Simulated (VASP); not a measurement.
## XPS shifts in Ta15Os

Wanted: the chemical shifts that photoemission would resolve in Ta15Os.

Calculated with VASP 6.6.1; PBE; plane waves and PAW (Ta_pv, Os), in the first sound run; inputs show where later runs differ.

## (1) Starting point

Symmetry: C2/m, No. 12, monoclinic system. The conventional cell has a = 13.183 Å, b = 6.591 Å, c = 7.370 Å, α = 90.00°, β = 116.57°, γ = 90.00°. Nearest to Ta lie 7 Ta at 2.85 Å and 1 Os at 2.85 Å. Ta has 8 Ta at 2.85 Å nearest. Nearest to Ta lie 8 Ta at 2.85 Å. Ta has 8 Ta at 2.85 Å nearest. It derives from Ta. Random alloy: site Ta, solute Os, share 0.0625, order random, lattice volume linear between typed atomic volumes. Farther neighbours are not listed.

As a file:

```xyz
16
Lattice="-3.2957 6.5915 0.0000 9.8872 -6.5915 3.2957 3.2957 6.5915 -3.2957" Properties=species:S:1:pos:R:3 pbc="T T T"
Ta    0.0000    0.0000    0.0000
Ta    3.2957    0.0000    0.0000
Ta    4.9436   -1.6479    1.6479
Ta    6.5915    0.0000    0.0000
Ta    8.2394   -1.6479    1.6479
Ta    9.8872    0.0000    0.0000
Ta    0.0000    3.2957    0.0000
Ta    1.6479    4.9436   -1.6479
Ta    3.2957    3.2957    0.0000
Ta    4.9436    4.9436   -1.6479
Ta    6.5915    3.2957    0.0000
Ta    8.2394    1.6479    1.6479
Ta    9.8872    3.2957    0.0000
Ta    1.6479    8.2394   -1.6479
Ta    4.9436    8.2394   -1.6479
Os    4.9436    1.6479    1.6479
```

## (2) Relaxation

The atoms are relaxed first inside the given cell, which is kept (ISIF = 0), since core levels depend on the positions.

INCAR

```
SYSTEM = Ta15Os
PREC = Normal
ENCUT = 330
EDIFF = 1E-05
NELM = 100
ISMEAR = 0
SIGMA = 0.1
LREAL = Auto
ALGO = Fast
GGA = PE
NBANDS = 107
LASPH = .TRUE.
LWAVE = .FALSE.
LCHARG = .FALSE.
KPAR = 8
IBRION = 2
NSW = 50
ISIF = 0
EDIFFG = -0.05
```

POSCAR

```
Ta15Os
1.0
   -3.2957453988      6.5914907976      0.0000000000
    9.8872361963     -6.5914907976      3.2957453988
    3.2957453988      6.5914907976     -3.2957453988
Ta Os
15 1
Direct
    0.0000000000      0.0000000000      0.0000000000
    0.0000000000      0.2500000000      0.2500000000
    0.2500000000      0.5625000000      0.0625000000
    0.0000000000      0.5000000000      0.5000000000
    0.2500000000      0.8125000000      0.3125000000
    0.0000000000      0.7500000000      0.7500000000
    0.5000000000      0.1250000000      0.1250000000
    0.2500000000      0.0625000000      0.5625000000
    0.5000000000      0.3750000000      0.3750000000
    0.2500000000      0.3125000000      0.8125000000
    0.5000000000      0.6250000000      0.6250000000
    0.7500000000      0.9375000000      0.4375000000
    0.5000000000      0.8750000000      0.8750000000
    0.7500000000      0.1875000000      0.6875000000
    0.7500000000      0.4375000000      0.9375000000
    0.7500000000      0.6875000000      0.1875000000
```

KPOINTS

```
Automatic mesh
0
Gamma
6 6 6
0 0 0
```

PAW data sets: Ta_pv and Os (PBE family, release 64).

Command:

```bash
mpirun -np 8 vasp_std
```

The program printed:

```text
[banner, memory and clock lines left out]
running    8 mpi-ranks, on    1 nodes
 distrk:  each k-point on    1 cores,    8 groups
 distr:  one band on    1 cores,    1 groups

 POSCAR found type information on POSCAR TaOs
 POSCAR found :  2 types and      16 ions
|                                                                             |
|           W    W    AA    RRRRR   N    N  II  N    N   GGGG   !!!           |
|           W    W   A  A   R    R  NN   N  II  NN   N  G    G  !!!           |
|           W    W  A    A  R    R  N N  N  II  N N  N  G       !!!           |
|           W WW W  AAAAAA  RRRRR   N  N N  II  N  N N  G  GGG   !            |
|           WW  WW  A    A  R   R   N   NN  II  N   NN  G    G                |
|           W    W  A    A  R    R  N    N  II  N    N   GGGG   !!!           |
|                                                                             |
|     For optimal performance we recommend to set                             |
|       NCORE = 2 up to number-of-cores-per-socket                            |
|     NCORE specifies how many cores store one orbital (NPAR=cpu/NCORE).      |
|     This setting can greatly improve the performance of VASP for DFT.       |
|     The default, NCORE=1 might be grossly inefficient on modern             |
|     multi-core architectures or massively parallel machines. Do your        |
|     Unfortunately you need to use the default for GW and RPA                |
|     calculations (for HF NCORE is supported but not extensively tested      |
|     yet).                                                                   |
|                                                                             |

 LDA part: xc-table for (Slater+PW92), standard interpolation
 POSCAR, INCAR and KPOINTS ok, starting setup
 FFT: planning ... GRIDC
 FFT: planning ... GRID_SOFT
 FFT: planning ... GRID
 WAVECAR not read
 entering main loop
       N       E                     dE             d eps       ncg     rms          rms(c)
DAV:   1     0.154580029756E+04    0.15458E+04   -0.73204E+04 15024   0.122E+03
DAV:   2    -0.994180920754E+02   -0.16452E+04   -0.15869E+04 15603   0.430E+02
DAV:   3    -0.194292990705E+03   -0.94875E+02   -0.88567E+02 18521   0.935E+01
DAV:   4    -0.197843415692E+03   -0.35504E+01   -0.34692E+01 17672   0.160E+01
DAV:   5    -0.197992222509E+03   -0.14881E+00   -0.14825E+00 19520   0.282E+00    0.559E+01
RMM:   6    -0.192381060689E+03    0.56112E+01   -0.14218E+01 14565   0.108E+01    0.271E+01
RMM:   7    -0.192286101900E+03    0.94959E-01   -0.11210E+01 15215   0.100E+01    0.165E+01
RMM:   8    -0.189661568334E+03    0.26245E+01   -0.61010E+00 14993   0.704E+00    0.315E+00
RMM:   9    -0.189685983156E+03   -0.24415E-01   -0.10454E+00 17192   0.253E+00    0.202E+00
RMM:  10    -0.189653247520E+03    0.32736E-01   -0.17438E-01 17228   0.843E-01    0.171E+00
RMM:  11    -0.189636001853E+03    0.17246E-01   -0.88499E-02 14723   0.887E-01    0.792E-01
RMM:  12    -0.189634686804E+03    0.13150E-02   -0.14229E-02 17074   0.358E-01    0.384E-01
RMM:  13    -0.189634639400E+03    0.47404E-04   -0.36762E-03 18266   0.130E-01    0.316E-01
RMM:  14    -0.189634608238E+03    0.31161E-04   -0.15174E-03 17580   0.959E-02    0.219E-01
RMM:  15    -0.189634637549E+03   -0.29311E-04   -0.50752E-04 15134   0.650E-02    0.147E-01
RMM:  16    -0.189634603207E+03    0.34342E-04   -0.34434E-04 15036   0.623E-02    0.887E-02
RMM:  17    -0.189634615622E+03   -0.12415E-04   -0.14935E-04 14861   0.256E-02    0.557E-02
RMM:  18    -0.189634595069E+03    0.20552E-04   -0.66878E-05 12231   0.244E-02    0.857E-03
RMM:  19    -0.189634595687E+03   -0.61813E-06   -0.26601E-05 10151   0.115E-02
   1 F= -.18963460E+03 E0= -.18959309E+03  d E =-.189635E+03
 curvature:   0.00 expect dE= 0.000E+00 dE for cont linesearch  0.000E+00
 trial: gam= 0.00000 g(F)=  0.123E+00 g(S)=  0.000E+00 ort = 0.000E+00 (trialstep = 0.100E+01)
 search vector abs. value=  0.123E+00
 bond charge predicted
       N       E                     dE             d eps       ncg     rms          rms(c)
DAV:   1    -0.189569895582E+03    0.64699E-01   -0.24290E+01 15374   0.192E+01    0.105E+00
RMM:   2    -0.189698998754E+03   -0.12910E+00   -0.14833E+00 15045   0.524E+00    0.590E-01
RMM:   3    -0.189716901499E+03   -0.17903E-01   -0.21069E-01 16639   0.189E+00    0.384E-01
RMM:   4    -0.189719850759E+03   -0.29493E-02   -0.35226E-02 18291   0.700E-01    0.349E-01
RMM:   5    -0.189720263202E+03   -0.41244E-03   -0.74554E-03 18266   0.324E-01    0.191E-01
RMM:   6    -0.189720377154E+03   -0.11395E-03   -0.18967E-03 17274   0.149E-01    0.607E-02
RMM:   7    -0.189720387037E+03   -0.98827E-05   -0.50148E-04 17684   0.633E-02    0.336E-02
RMM:   8    -0.189720396058E+03   -0.90207E-05   -0.14517E-04 16449   0.318E-02    0.161E-02
RMM:   9    -0.189720397380E+03   -0.13220E-05   -0.26364E-05  9730   0.144E-02
   2 F= -.18972040E+03 E0= -.18967888E+03  d E =-.858017E-01
[...]
3 F= -.18973518E+03 E0= -.18969373E+03  d E =-.100585E+00
[...]
4 F= -.18973522E+03 E0= -.18969377E+03  d E =-.100625E+00
[...]
5 F= -.18974287E+03 E0= -.18970145E+03  d E =-.764694E-02
 trial-energy change:   -0.007647  1 .order   -0.007508   -0.010566   -0.004450
 step:   1.7941(harm=  1.9403)  dis= 0.01610  next Energy=  -189.744226 (dE=-0.901E-02)
 bond charge predicted
       N       E                     dE             d eps       ncg     rms          rms(c)
DAV:   1    -0.189739173031E+03    0.36934E-02   -0.89227E-01 15160   0.368E+00    0.176E-01
RMM:   2    -0.189743734369E+03   -0.45613E-02   -0.52918E-02 15078   0.988E-01    0.705E-02
RMM:   3    -0.189744452607E+03   -0.71824E-03   -0.79465E-03 17002   0.357E-01    0.593E-02
RMM:   4    -0.189744577936E+03   -0.12533E-03   -0.13320E-03 18981   0.121E-01    0.416E-02
RMM:   5    -0.189744592505E+03   -0.14569E-04   -0.22141E-04 17111   0.556E-02    0.262E-02
RMM:   6    -0.189744595077E+03   -0.25723E-05   -0.64665E-05 13206   0.266E-02
   6 F= -.18974460E+03 E0= -.18970319E+03  d E =-.937459E-02
 curvature:  -1.02 expect dE=-0.287E-03 dE for cont linesearch -0.577E-04
 trial: gam=-0.05920 g(F)=  0.282E-03 g(S)=  0.000E+00 ort = 0.760E-03 (trialstep = 0.126E+01)
 search vector abs. value=  0.228E-03
 reached required accuracy - stopping structural energy minimisation
```

Run time: 15 min. Hardware: 8 MPI ranks of Intel Xeon Platinum 8259CL at 2.50GHz (Skylake/Cascade Lake), shared host; peak memory 6.2 GiB; 1.7 h of CPU time.

Lines that name or quote the potential files are left out of all logs, and their timing lines are given in words.

From OUTCAR (step 2):

```text
ion  position               nearest neighbor table
   1  0.000  0.000  0.000-  15 2.85   3 2.85  16 2.85  10 2.85   8 2.85  12 2.85  14 2.85   5 2.85
                             2 3.30   6 3.30   4 3.30   7 3.30  13 3.30   4 3.30
   2  0.000  0.250  0.250-  16 2.85   5 2.85  12 2.85   3 2.85  14 2.85  10 2.85  15 2.85   8 2.85
                             4 3.30   1 3.30   9 3.30   7 3.30   6 3.30   6 3.30
   3  0.250  0.562  0.062-   1 2.85   7 2.85  13 2.85   2 2.85   4 2.85  11 2.85   6 2.85   9 2.85
                             5 3.30  10 3.30   8 3.30  16 3.30  15 3.30   8 3.30
   4  0.000  0.500  0.500-  12 2.85   8 2.85  14 2.85   5 2.85  15 2.85   3 2.85  16 2.85  10 2.85
                             2 3.30   6 3.30   1 3.30   9 3.30  11 3.30   1 3.30
   5  0.250  0.812  0.312-   2 2.85   9 2.85   7 2.85   4 2.85  13 2.85   6 2.85   1 2.85  11 2.85
                             8 3.30   3 3.30  12 3.30  10 3.30  16 3.30  10 3.30
   6  0.000  0.750  0.750-  14 2.85  10 2.85  15 2.85   8 2.85  16 2.85   5 2.85   3 2.85  12 2.85
                             1 3.30   4 3.30   2 3.30  13 3.30  11 3.30   2 3.30
   7  0.500  0.125  0.125-   3 2.85  16 2.85  15 2.85   5 2.85   8 2.85  14 2.85  12 2.85  10 2.85
                             9 3.30  13 3.30   1 3.30  11 3.30   2 3.30  11 3.30
   8  0.250  0.062  0.562-   4 2.85  11 2.85   9 2.85   6 2.85   1 2.85   7 2.85   2 2.85  13 2.85
                             5 3.30  10 3.30   3 3.30  12 3.30  14 3.30   3 3.30
   9  0.500  0.375  0.375-   5 2.85  12 2.85  16 2.85   8 2.85  10 2.85  15 2.85   3 2.85  14 2.85
                             7 3.30  11 3.30   2 3.30  13 3.30   4 3.30  13 3.30
  10  0.250  0.312  0.812-   6 2.85  13 2.85  11 2.85   1 2.85   2 2.85   9 2.85   7 2.85   4 2.85
                             3 3.30   8 3.30   5 3.30  15 3.30  14 3.30   5 3.30
  11  0.500  0.625  0.625-   8 2.85  14 2.85  12 2.85  10 2.85  16 2.85   3 2.85   5 2.85  15 2.85
                            13 3.30   9 3.30   4 3.30   6 3.30   7 3.30   7 3.30
  12  0.750  0.938  0.438-   9 2.85   4 2.85  11 2.85   2 2.85  13 2.85   1 2.85   7 2.85   6 2.85
                            14 3.30  16 3.30  15 3.30   5 3.30   8 3.30  15 3.30
  13  0.500  0.875  0.875-  10 2.85  15 2.85  14 2.85   3 2.85   5 2.85  12 2.85   8 2.85  16 2.85
                             7 3.30  11 3.30   6 3.30   9 3.30   1 3.30   9 3.30
  14  0.750  0.188  0.688-  11 2.85   6 2.85  13 2.85   4 2.85   2 2.85   7 2.85   1 2.85   9 2.85
                            12 3.30  15 3.30  10 3.30  16 3.30   8 3.30  16 3.30
  15  0.750  0.438  0.938-  13 2.85   1 2.85   7 2.85   6 2.85   9 2.85   4 2.85  11 2.85   2 2.85
                            14 3.30  16 3.30  12 3.30   3 3.30  10 3.30  12 3.30
  16  0.750  0.688  0.188-   7 2.85   2 2.85   9 2.85   1 2.85  11 2.85   6 2.85  13 2.85   4 2.85
                            12 3.30  15 3.30   5 3.30   3 3.30  14 3.30  14 3.30

  LATTYP: Found a base centered monoclinic cell.
 ALAT       =    13.1829815951
 B/A-ratio  =     0.5000000000
 C/A-ratio  =     0.5590169944
 COS(beta)  =    -0.4472135955

 Subroutine GETGRP returns: Found  4 space group operations
 (whereof  1 operations were pure point group operations)

The static configuration has the point symmetry C_1 .
 The point group associated with its full space group is C_2h.

 Found     68 irreducible k-points:

   k-points           NKPTS =     68   k-points in BZ     NKDIM =     68   number of bands    NBANDS=    107

   dimension x,y,z NGX =    36 NGY =   56 NGZ =   36
   dimension x,y,z NGXF=    72 NGYF=  112 NGZF=   72

   ENCUT  =  330.0 eV  24.25 Ry    4.92 a.u.  10.92 18.27 11.96*2*pi/ulx,y,z

   NELECT =     173.0000    total number of electrons

 k-points in reciprocal lattice and weights: Automatic mesh
   0.00000000  0.00000000  0.00000000       0.005
   0.16666667  0.00000000  0.00000000       0.019
   0.33333333  0.00000000  0.00000000       0.019
   0.50000000  0.00000000  0.00000000       0.005
   0.00000000  0.16666667  0.00000000       0.019
   0.16666667  0.16666667  0.00000000       0.019
   0.33333333  0.16666667  0.00000000       0.019
   0.50000000  0.16666667  0.00000000       0.019
  -0.33333333  0.16666667  0.00000000       0.019
[...]
0.00000000  0.50000000  0.50000000       0.005
   0.50000000  0.50000000  0.50000000       0.005

 average (electrostatic) potential at core
       1 -36.4366       2 -36.4400       3 -36.3145       4 -36.4366       5 -36.3145
       6 -36.4400       7 -36.4400       8 -36.3503       9 -36.4366      10 -36.3503
      11 -36.4400      12 -36.3335      13 -36.4366      14 -36.3046      15 -36.3335
      16 -46.4377

 E-fermi :   5.6260

 k-point     1 :       0.0000    0.0000    0.0000
  band No.  band energies     occupation
    ...
     84       5.2923      2.00000
     85       5.2946      2.00000
     86       5.3168      1.99999
     87       5.3389      1.99995
     88       5.3957      1.99887
     89       6.0781      0.00000
     90       6.1225      0.00000
     91       6.1327      0.00000
     92       6.6491      0.00000
     93       6.6534      0.00000
    ...

 k-point     2 :       0.1667    0.0000    0.0000
  band No.  band energies     occupation
    ...
     84       5.2152      2.00000
     85       5.2772      2.00000
     86       5.3205      1.99998
     87       5.4006      1.99856
     88       5.4752      1.96707
     89       5.6924      0.34748
     90       5.7779      0.03168
     91       6.0558      0.00000
     92       6.0963      0.00000
     93       6.7647      0.00000
    ...

 k-point     3 :       0.3333    0.0000    0.0000
  band No.  band energies     occupation
    ...
     85       5.3031      2.00000
     86       5.3343      1.99996
     87       5.3544      1.99988
     88       5.4884      1.94832
     89       5.5520      1.70471
     90       5.6972      0.31386
     91       5.7576      0.06274
     92       6.6289      0.00000
     93       6.9523      0.00000
     94       7.0659      0.00000
    ...

  energy-cutoff  :      330.00
  volume of cell :      286.39
      direct lattice vectors                 reciprocal lattice vectors
    -3.295745399  6.591490798  0.000000000     0.000000000  0.151710748  0.303421496
     9.887236196 -6.591490798  3.295745399     0.075855374  0.037927687  0.151710748
     3.295745399  6.591490798 -3.295745399     0.075855374  0.037927687 -0.151710748

 POSITION                                       TOTAL-FORCE (eV/Angst)
 -----------------------------------------------------------------------------------
      6.56841      0.02180      3.27021        -0.003688     -0.018654      0.003612
      3.32074      0.02366      0.02479         0.010311     -0.007245     -0.013457
      4.94226     -1.68393      1.64787        -0.016445     -0.014854     -0.000000
      6.56841      0.02180      0.02554        -0.003688     -0.018654     -0.003612
      8.24072     -1.61182      1.64787         0.016445      0.014854     -0.000000
      6.61648      6.61516     -0.02479         0.010311     -0.007245      0.013457
     -0.02499      3.27208     -0.02479        -0.010311      0.007245      0.013457
      1.64808      4.93643     -1.64787         0.016630     -0.007750     -0.000000
      3.31883      3.27394      0.02554         0.003688      0.018654     -0.003612
      4.94341      4.95081     -1.64787        -0.016630      0.007750     -0.000000
      6.56650      3.27208      0.02479        -0.010311      0.007245     -0.013457
      8.27685      1.66124      1.64787         0.020884     -0.015169     -0.000000
      9.91032      3.27394     -0.02554         0.003688      0.018654      0.003612
      1.64787      8.23936     -1.64787        -0.000000      0.000000     -0.000000
      4.90613      8.22600     -1.64787        -0.020884      0.015169     -0.000000
      4.94362      1.64787      1.64787        -0.000000      0.000000     -0.000000
 -----------------------------------------------------------------------------------
    total drift:                                0.000000      0.000000      0.000000

  FREE ENERGIE OF THE ION-ELECTRON SYSTEM (eV)
  ---------------------------------------------------
  free  energy   TOTEN  =      -189.7445950774 eV

  energy  without entropy=     -189.6617904033  energy(sigma->0) =     -189.70319274

 reached required accuracy - stopping structural energy minimisation

[... 3 further parts left out ...]
```

This run has no spin polarisation. Its electron count is odd, so without a moment it is a metal by construction. The run keeps the 4 symmetry operations of its start, so it cannot find a distortion of lower symmetry.

The steps of the relaxation:

| step | energy less that of the first step (eV) | largest force (eV/Å) |
| --- | --- | --- |
| 1 | 0.0000 | 0.5217 |
| 2 | -0.0858 | 0.2047 |
| 3 | -0.1006 | 0.1777 |
| 4 | -0.1006 | 0.1765 |
| 5 | -0.1083 | 0.0795 |
| 6 | -0.1100 | 0.0258 |

The atoms that moved most (Å):

| atom | dx | dy | dz | length |
| --- | --- | --- | --- | --- |
| Ta2 | 0.025 | 0.024 | 0.025 | 0.042 |
| Ta7 | -0.025 | -0.024 | -0.025 | 0.042 |
| Ta6 | 0.025 | 0.024 | -0.025 | 0.042 |
| Ta11 | -0.025 | -0.024 | 0.025 | 0.042 |
| Ta9 | 0.023 | -0.022 | 0.026 | 0.041 |
| Ta1 | -0.023 | 0.022 | -0.026 | 0.041 |
| Ta4 | -0.023 | 0.022 | 0.026 | 0.041 |
| Ta13 | 0.023 | -0.022 | -0.026 | 0.041 |

The relaxed structure:

```
Ta Os
1.0
    -3.29575    6.59149    0.00000
     9.88724   -6.59149    3.29575
     3.29575    6.59149   -3.29575
Ta Os
15 1
Cartesian
  -0.0231 0.0218 -0.0255
  3.3207 0.0237 0.0248
  4.9423 -1.6839 1.6479
  6.5684 0.0218 0.0255
  8.2407 -1.6118 1.6479
  9.9122 0.0237 -0.0248
  -0.0250 3.2721 -0.0248
  1.6481 4.9364 -1.6479
  3.3188 3.2739 0.0255
  4.9434 4.9508 -1.6479
  6.5665 3.2721 0.0248
  8.2768 1.6612 1.6479
  9.9103 3.2739 -0.0255
  1.6479 8.2394 -1.6479
  4.9061 8.2260 -1.6479
  4.9436 1.6479 1.6479
```

This step gave:

- free energy (TOTEN): -189.7446 eV
- energy at zero smearing: -189.7032 eV
- Fermi energy: 5.626 eV

At PBE, with these data sets, the largest force is down to 0.026 eV/Å.

(Continued in part 2 of 3.)

[Lines on the potential files, build, host, timing and source positions are cut from VASP's logs without a mark.]

[Logs are printed without paths, hosts, clocks, repeated set-up lines and the standing remarks that a program may print on its own settings, such as how far it seeks lower states.]

[Hosts, paths, dates, database ids (printed as entryN), source tags and the programs' standing remarks are cut or masked in the printed files.]
